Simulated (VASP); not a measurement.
Here is the system:

```yaml
crystal:
  lattice:
    - [4.31359, 0.00000, 0.00000]
    - [0.00000, 4.31359, 0.00000]
    - [0.00000, 0.00000, 4.31359]
  atoms:
    - { symbol: Cu, position: [0.75000, 0.25000, 0.75000] }
    - { symbol: Cu, position: [0.25000, 0.75000, 0.75000] }
    - { symbol: Cu, position: [0.75000, 0.75000, 0.25000] }
    - { symbol: Cu, position: [0.25000, 0.25000, 0.25000] }
    - { symbol: O, position: [0.00000, 0.00000, 0.00000] }
    - { symbol: O, position: [0.50000, 0.50000, 0.50000] }
```

The numbers are results of optB86b-vdW, VASP's PBE PAW potentials (set 64) (plane waves; VASP), not measurements. Settings: 520 eV cut-off, 5×5×5 Γ-centred mesh, Gaussian smearing of 0.050 eV, potentials Cu O.

Task: Give the stress tensor in GPa (positive for a compressed cell).

Result: 
```
-3.26   0.00   0.00
 0.00  -3.26   0.00
 0.00   0.00  -3.26
```
The pressure is its mean diagonal, -3.26 GPa.

The compound is Cu2O in the cuprite structure. This cell is one point of a volume scan, at 1.03 of the reference volume.
